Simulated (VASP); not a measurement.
```yaml
crystal:
  lattice:
    - [0.00000, 2.82000, 2.82000]
    - [2.82000, 0.00000, 2.82000]
    - [2.82000, 2.82000, 0.00000]
  atoms:
    - { symbol: Na, position: [0.00000, 0.00000, 0.00000] }
    - { symbol: Cl, position: [0.50000, 0.50000, 0.50000] }
```

Method: PBE GGA, VASP's PBE PAW potentials (set 64) (plane waves; VASP). Numerical set-up: 300 eV cut-off, 10×10×10 Γ-centred mesh, Fermi-Dirac smearing of 0.020 eV, potentials Na_pv Cl.

Question: Predict the energy per atom (σ→0), band gap (on the k-mesh) with the smallest direct gap where there is one.

Answer: 
band gap (on the k-mesh): 5.10 eV
smallest direct gap (on the k-mesh): 5.10 eV
energy per atom (σ→0): -3.387 eV/atom

Total energies compare only between runs with the same potentials, cut-off and functional.

The structure is a typed NaCl crystal (Fm-3m). The cell was not relaxed at this level.
